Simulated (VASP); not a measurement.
Here is the system:

```
PbI2
1.0
    2.32560    -4.02806     0.00000
    2.32560     4.02806     0.00000
    0.00000     0.00000     7.11960
Pb I
1 2
Direct
  0.00000   0.00000   0.00000
  0.33333   0.66667   0.26800
  0.66667   0.33333   0.73200
```

All values below come from PBE GGA, VASP's PBE PAW potentials (set 64) (plane waves; VASP). Run with PREC = Normal, 400 eV cut-off, 5×5×3 Γ-centred mesh, Gaussian smearing of 0.050 eV, potentials Pb_d I.

Problem. Predict the energy per atom (σ→0).

Solution. 
```yaml
energy per atom (σ→0): -2.863 eV/atom
```

The compound is PbI2 in the 1T layered structure. The cell was not relaxed at this level. The run is one of a series of settings (PREC = Normal against the base run), some of them coarse on purpose.
